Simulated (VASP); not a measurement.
Here is the system:

```
CELL_PARAMETERS angstrom
      1.67166    -2.89540     0.00000
      1.67166     2.89540     0.00000
      0.00000     0.00000    16.92293
ATOMIC_POSITIONS crystal
  Mo 0.33333 0.66667 0.25000
  Mo 0.66667 0.33333 0.75000
  Se 0.33333 0.66667 0.84875
  Se 0.66667 0.33333 0.34875
  Se 0.66667 0.33333 0.15125
  Se 0.33333 0.66667 0.65125
```

Computed with revPBE GGA, VASP's PBE PAW potentials (set 64) (plane waves; VASP). Numerical set-up: 520 eV cut-off, 9×9×2 Γ-centred mesh, tetrahedra with Blöchl corrections, potentials Mo_sv Se.

Without a dispersion term in the relaxation, distances and binding between the weakly bound layers, chains or molecules are unreliable, and so is what depends on them.

Problem. Estimate the energy per atom (σ→0), band gap (on the k-mesh) with the smallest direct gap where there is one.

Solution. 
```json
{
 "band gap (on the k-mesh)": "1.39 eV",
 "smallest direct gap (on the k-mesh)": "1.39 eV",
 "energy per atom (σ→0)": "-610.0 kJ/mol of atoms"
}
```

The compound is MoSe2 in the 2H layered structure. It was relaxed first, which changed the volume by +35 %.
